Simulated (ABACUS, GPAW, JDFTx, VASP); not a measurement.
# MnHg: 4 runs at one level of theory

```
Hg Mn
1.0
     3.28800    0.00000    0.00000
     0.00000    3.28800    0.00000
     0.00000    0.00000    3.31300
Hg Mn
1 1
Direct
  0.00000 0.00000 0.00000
  0.50000 0.50000 0.50000
```

Alike in all runs: task single point; functional PBE; k mesh 8 × 8 × 8; occupations fermi-dirac, width 0.05 eV; collinear spin, ferromagnetic start; no spin-orbit coupling. Pressure is positive in compression and, in plane waves, holds the error of the finite cutoff.

```tsv
program and potentials	plane-wave cutoff (eV)	notes	band gap (eV)	pressure (GPa)	net moment per atom (μB)
JDFTx, PseudoDojo-SR-PBE-0.5-standard	1306	17.5 valence electrons an atom on average	no gap	2.51	1.96
VASP, PBE PAW files Hg, Mn_pv, 520 eV	520	12.5 valence electrons an atom on average	no gap	2.49	1.94
GPAW, GPAW PAW data sets (gpaw-data 1.2.1)	600	16.5 valence electrons an atom on average	no gap	2.19	1.92
ABACUS, PseudoDojo NC SR 0.4.1 PBE standard, plane waves	1320	17.5 valence electrons an atom on average	no gap	2.53	1.96
```

None finds a gap. The pressure spans 2.19 (GPAW, GPAW PAW data sets (gpaw-data 1.2.1)) to 2.53 GPa (ABACUS, PseudoDojo NC SR 0.4.1 PBE standard, plane waves). The net moment per atom spans 1.92 (GPAW, GPAW PAW data sets (gpaw-data 1.2.1)) to 1.96 μB (JDFTx, PseudoDojo-SR-PBE-0.5-standard). The state is the one that the start led to, which needn't be the lowest.

Differences between rows come from potentials, basis sets and numerical settings, since the functional is the same but for its coding. Runs on potential files found faulty are left out.
